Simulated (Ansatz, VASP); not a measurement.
# Lu (hcp): VASP beside Ansatz, part 2 of 2

One calculation is typed for both programs; each brings its own data sets. How far apart do they land? The cell is taken from a series of runs on this material, whose earlier steps may have relaxed, scaled, displaced or heated it; both programs get it as it stands.

VASP 6.6.1 and Ansatz 0.2.0.

So far. Step 2 (VASP: relaxation of cell and atoms, r2SCAN): The data set Lu_3 holds the 4f electrons frozen in the core, so no f bands or f moments appear.

## (3) Ansatz: relaxation of cell and atoms, r2SCAN

Level of this step: Ansatz beside VASP: Kohn-Sham DFT, plane waves, r2SCAN (Ansatz).

Ansatz runs on its default PAW (the set named soft_2) files.

The same cell, functional, mesh and smearing now go to Ansatz.

Input file input.yaml:

```yaml
crystal:
  lattice:
    - [3.5031, 0.0, 0.0]
    - [-1.75155, 3.033773592, 0.0]
    - [0.0, 0.0, 5.5509]
  atoms:
    - { symbol: Lu, position: [0.3333333333, 0.6666666667, 0.25] }
    - { symbol: Lu, position: [0.6666666667, 0.3333333333, 0.75] }
basis:
  ecutwfc: 500
  xc_grid: 2
hamiltonian:
  xc: r2scan
kpoints:
  mp_grid: { grid: [13, 13, 7] }
scf:
  occupations: { method: fermi_dirac, width: 0.05 }
  max_iter: 150
output:
  forces: true
  stress: true
relax:
  f_tol: 0.01
  max_steps: 60
  cell: {}
checkpoint:
  write: "../r2scan.run"
  compress: false
  write_wavefunctions: false
  write_every: 100000
```

On the command line:

```sh
$ ansatz run input.yaml --threads 1 --pin off --max-ram 2826MiB --backend cpu --events-out ev --progress --plain --runs-dir out
```

Numbers of over 12 decimals in the logs are rounded to 6 here.

Log:

```text
band count auto-derived: 31, from the close of a first SCF at 30 (N_el = 50.0; filled up to band 25; 30 by the electrons, moments and atoms)
Engine: ansatz 0.2.0, aarch64-unknown-linux-gnu
Pseudopotentials: kind: paw
Pseudopotential: Lu, paw, valence charge 25, recommended cutoff 500 eV (meta_gga), Lu.paw.azcp
Functional definition: r2SCAN
  parameter k0 = 0.174
  parameter k1 = 0.065
  parameter a1 = 4.9479
  exchange = r2scan_x(k0 = k0, k1 = k1, a1 = a1)
  correlation = r2scan_c
Crystal: 2 atoms, lattice volume = 58.993 Å³
Basis set: ecut = 500 eV, 1461 PW (Γ), exchange–correlation on 54×54×90 points (8 copies of the dense FFT grid, shifted against one another)
Bands: 30, of which v1, the nominal top of the filled ones, is band 25 counted from 1 (24 counted from 0)
Symmetry: 24 space group operations
Space group: P63/mmc (ITA 194), of the structure as read, at distance tolerance 3.9e-5 Å
k-points: 84 of 1183
Non-local potential: Lu, projectors of the file, l = 0: 3, l = 1: 2, l = 2: 2, l = 3: 3
PAW form: soft (Blöchl's): semilocal exchange-correlation on the pseudo side does not see the compensation charge
PAW frozen core: Lu, regenerated for the run's functional (the file was generated under x = pbe(κ = 0.804, μ = 0.219515), c = pbe(β = 0.066725))
PAW one-centre angular grid: Lu, 974 points (default); XC on 160 Gauss nodes
Initial density: superposition of atomic densities (neutral atoms: chi_scale 0, normalization atom), corrected by the library's trained network
Initial wavefunctions: pseudopotential atomic-orbital guess
Functional: x = r2scan, c = r2scan; τ floored in thin density (d = 2e-4 eV/Å³)
SCF iter   1: F=—  HF=-29487.415997 eV  |F-HF|=—  |Δ(HF+E_count)|=         —  Δρ=9.22e-3  dr2=3.02e-2  dr2_τ=2.01e-2  ethr=1.77e-3  ⟨swp⟩=5.7  Hψ=10322  notcnv=0
preconditioner: auto → Kerker (q_TF=auto, 2.654 Å⁻¹)  [metal: Δε(μ)=0.012 eV  Ē_g=13.010 eV  σ=0.050 eV  W_gap=0.06  n_scr=22 (ndim 8)  ℏωp=32.8 eV  f_vac=0.000  D(μ)=3.67/eV (n_scr^D=34)]
SCF iter   2: F=—  HF=-29487.410661 eV  |F-HF|=—  |Δ(HF+E_count)|=   5.34e-3  Δρ=6.34e-3  dr2=1.04e-2  dr2_τ=4.44e-3  ethr=6.04e-5  ⟨swp⟩=4.0  Hψ=8086  notcnv=0  defer=13
SCF iter   3: F=—  HF=-29487.399841 eV  |F-HF|=—  |Δ(HF+E_count)|=   1.08e-2  Δρ=3.53e-3  dr2=3.13e-3  dr2_τ=2.94e-4  ethr=2.09e-5  ⟨swp⟩=2.5  Hψ=5776  notcnv=0  defer=14
SCF iter   4: F=—  HF=-29487.402193 eV  |F-HF|=—  |Δ(HF+E_count)|=   2.35e-3  Δρ=7.83e-4  dr2=3.44e-4  dr2_τ=1.23e-5  ethr=6.26e-6  ⟨swp⟩=2.0  Hψ=4786  notcnv=0  defer=14
SCF iter   5: F=—  HF=-29487.402074 eV  |F-HF|=—  |Δ(HF+E_count)|=   1.20e-4  Δρ=2.37e-4  dr2=4.13e-5  dr2_τ=1.44e-6  ethr=6.87e-7  ⟨swp⟩=2.0  Hψ=4619  notcnv=0  defer=14
SCF iter   6: F=—  HF=-29487.402082 eV  |F-HF|=—  |Δ(HF+E_count)|=   8.38e-6  Δρ=6.74e-5  dr2=1.74e-6  dr2_τ=5.01e-7  ethr=8.26e-8  ⟨swp⟩=2.0  Hψ=4327  notcnv=0  defer=14
SCF iter   7: F=-29487.402078 eV  HF=-29487.402078 eV  |F-HF|=3.15e-8  |Δ(HF+E_count)|=   3.88e-6  Δρ=8.43e-6  dr2=3.36e-8  dr2_τ=5.10e-9  ethr=2.00e-10  ⟨swp⟩=5.0  Hψ=15292  notcnv=0
SCF 1, on 30 bands, converged in 7 iterations: F = -29487.402078 eV; the run's SCF on all bands comes behind
  greatest PAW one-centre occupation: 0.996 electrons in one spin orbital (limit 2), on the Lu atom at site 1 (counted from 0), in its partial waves of l = 0
Bands: 31, of which v1, the nominal top of the filled ones, is band 25 counted from 1 (24 counted from 0)
Initial density: handed on by an earlier stage of this run
iter 1 solved again at ethr=8.54e-9 eV; its pass at ethr=3.10e-3 eV (dr2=4.27e-6 eV) is discarded
SCF iter   1: F=—  HF=-29487.402078 eV  |F-HF|=—  |Δ(HF+E_count)|=         —  Δρ=9.04e-6  dr2=3.72e-8  dr2_τ=5.05e-9  ethr=8.54e-9  ⟨swp⟩=4.5  Hψ=20638  notcnv=0
preconditioner: auto → Kerker (q_TF=auto, 2.654 Å⁻¹)  [metal: Δε(μ)=0.027 eV  Ē_g=13.223 eV  σ=0.050 eV  W_gap=0.14  n_scr=22 (ndim 8)  ℏωp=32.8 eV  f_vac=0.000  D(μ)=3.69/eV (n_scr^D=34)]
SCF iter   2: F=-29487.402078 eV  HF=-29487.402078 eV  |F-HF|=2.29e-8  |Δ(HF+E_count)|=   5.04e-7  Δρ=5.58e-6  dr2=1.69e-8  dr2_τ=1.46e-9  ethr=7.43e-11  ⟨swp⟩=5.7  Hψ=11813  notcnv=0
SCF 2 converged in 2 iterations: F = -29487.402078 eV  dr2 = 1.69e-8
relax step   1: F+E_penalty+E_count = -29487.40207837 eV  Δ(F+E_penalty+E_count) = +0.000e0 eV  max|allowed force component| = 5.551e-17 eV/Å  Δτ_max = 0.0000 Å  P = -0.687 GPa  Ω = 58.993 Å³  (9 SCF iters, dr2 threshold 1.00e-7 eV, accepted)
[...]
relax step   2: F+E_penalty+E_count = -29487.40696930 eV  Δ(F+E_penalty+E_count) = -4.891e-3 eV  max|allowed force component| = 1.850e-16 eV/Å  Δτ_max = 0.0000 Å  P = +0.037 GPa  Ω = 57.996 Å³  energy of the carried Pulay correction = +2.274e-4 eV  (7 SCF iters, dr2 threshold 2.00e-7 eV, accepted)
[...]
relax step   3: F+E_penalty+E_count = -29487.40711563 eV  Δ(F+E_penalty+E_count) = -1.463e-4 eV  max|allowed force component| = 8.095e-17 eV/Å  Δτ_max = 0.0000 Å  P = -0.013 GPa  Ω = 58.035 Å³  energy of the carried Pulay correction = +2.174e-4 eV  (6 SCF iters, dr2 threshold 6.39e-8 eV, accepted)
[...]
relax step   4: F+E_penalty+E_count = -29487.40691846 eV  Δ(F+E_penalty+E_count) = +1.972e-4 eV  max|allowed force component| = 7.170e-17 eV/Å  Δτ_max = 0.0000 Å  P = -0.016 GPa  Ω = 58.035 Å³  stress off target by 1.95e-2 GPa  SCF on the basis re-selected at this cell (its energy is not comparable with the rows above)  (7 SCF iters)
basis re-selected at this cell: Δ(F+E_penalty+E_count) = +1.972e-4 eV, ΔP = -0.002 GPa vs the last step (what re-selecting the basis moved, of the pressure what is left beyond the Pulay correction that the steps carried, after the strain that the cell walked since its last selection, with what the two solves' SCF thresholds leave and, on support functions, any second-order correction that the steps lacked; it is no measure of the basis error at this ecutwfc). The dense FFT grid was sized anew with the basis: this SCF ran on 27×27×40 points, the steps before it on 27×27×45, so part of this shift can come from that change (see relax.cell in the input reference). [rest of the remark cut]
SCF converged after 7 iterations
Free energy (F): -29487.406918 eV
Harris-Foulkes:  -29487.406918 eV  (|F-HF|=7.28e-12)
Internal energy: -29487.378646 eV  (E = F + TS)
E sigma→0 (E₀):  -29487.392782 eV
Entropy (-TS):   -0.028273 eV (-14.136 meV/atom)
Fermi energy:    13.687338 eV
--- Per-component energies (eV) ---
  E_band       = -28.632651
  E_kinetic    = 836.856364
  E_local      = -13450.667028  (includes V_loc(G=0)·N_el)
  E_nonlocal   = 1140.577929
  E_hartree    = 5635.307944
  E_xc         = -427.443708
  E_vxc        = -582.185966  (∫ρ·V_xc dr)
  E_paw        = -14767.616200  (= ΣΔE_a)
  E_vpaw       = 724.331199  (= ΣTr[D̂ρ^β])
  E_aug_tail   = 0.000026  (compensation charges beyond the density's cutoff)
  E_vtau       = 31.838761  (kinetic-family band-sum trace: ∫τ·v_τ [+ j·A + Jᵃ·Aᵃ] dr)
  E_ewald      = -8455.749020
  E_core_change = 1.355046  (= ΣΔE_core)
  E_smearing   = -0.028273  (= −TS)
  E_closure    = -0.000000  (closes the sum)
  Σ components = -29487.406918   (vs F -29487.406918, Δ=0.00e0)
--- Forces (eV/Å), atoms counted from 1 ---
  atom   1  Lu     0.00000000     0.00000000    -0.00000000
  atom   2  Lu    -0.00000000    -0.00000000     0.00000000
  max |Σ_I F_I| component: 2.78e-17 eV/Å
--- Stress (GPa, compression-positive) ---
       -0.019496      -0.000000       0.000000
       -0.000000      -0.019496       0.000000
        0.000000       0.000000      -0.008514
  P = ⅓ Tr σ = -0.0158 GPa (-0.158 kbar)
--- Band table (eV; the first three rows and the last of 84) ---
  k-point 0: bands = [... 21 lower, 8.8170, 8.8215, 11.2945, 14.2668, 16.1305, 16.1305, 16.6540, 16.9413, ... 2 higher]
  k-point 1: bands = [... 21 lower, 8.8172, 8.8212, 11.0768, 14.2639, 16.0386, 16.0386, 16.4740, 16.7887, ... 2 higher]
  k-point 2: bands = [... 21 lower, 8.8178, 8.8206, 10.4532, 14.4020, 15.9320, 15.9320, 15.9955, 16.4609, ... 2 higher]
  k-point 83: bands = [... 21 lower, 8.7973, 12.7442, 12.8856, 13.3821, 13.6085, 13.9925, 14.2227, 17.1022, ... 2 higher]
--- Relaxed structure (3 steps of the walk, 3 accepted, 1 SCFs on fresh bases) ---
  F+E_penalty+E_count = -29487.40691846 eV   max|allowed force component| = 7.170e-17 eV/Å   (the final SCF, on the basis selected at the relaxed cell)
  cell:  # Å, volume = 58.0354 Å³
    - [3.506124, 0, 0]
    - [-1.753062, 3.036393, 0]
    - [0, 0, 5.451394]
  atoms:
    - { symbol: Lu, position: [0.333333, 0.666667, 0.250000] }
    - { symbol: Lu, position: [0.666667, 0.333333, 0.750000] }
```

The column dr2 measures how far the density is from self-consistency, as an energy; F and HF (Harris–Foulkes) agree once it is small.

## (4) Comparison

Known differences besides the potentials themselves: VASP keeps PBE cores, Ansatz makes them for the functional; the data sets hold 50 valence electrons in Ansatz (on its default PAW (the set named soft_2) files) and 18 in VASP; the cutoff is 500 eV in Ansatz and 550 eV in VASP; Ansatz adds a Pulay correction to the stress that steers its cell, VASP none. Total energies have different zeros and are not compared.

Both answers:

| quantity | Ansatz | VASP | difference |
| --- | --- | --- | --- |
| volume (Å³) | 58.04 | 58.64 | -1.03 % |
| edge a after relaxation, in the typed setting (Å) | 3.506 | 3.517 | -0.30 % |
| edge c after relaxation, in the typed setting (Å) | 5.451 | 5.475 | -0.43 % |

## (5) Results

```yaml
difference_in_volume_relaxation_of_cell_and_atoms_r2scan: -1.0 %
```

In words: The difference in volume is -1.0 % (relaxation of cell and atoms, r2SCAN), within the 1.2 % picked in this series as the mark of a large difference, as far as the stopping tolerances let one tell. The data sets hold unlike numbers of valence electrons (50 in Ansatz and 18 in VASP), so part of the differences comes from the potentials. Such differences can come from data sets, numerical settings and the points named under the comparisons, not from the functional's error against experiment.

[Lines on the potential files, build, host, timing and source positions are cut from VASP's logs without a mark.]

[Logs are printed without paths, hosts, clocks, repeated set-up lines and the standing remarks that a program may print on its own settings, such as how far it seeks lower states.]

[Hosts, paths, dates, database ids (printed as entryN), source tags and the programs' standing remarks are cut or masked in the printed files.]
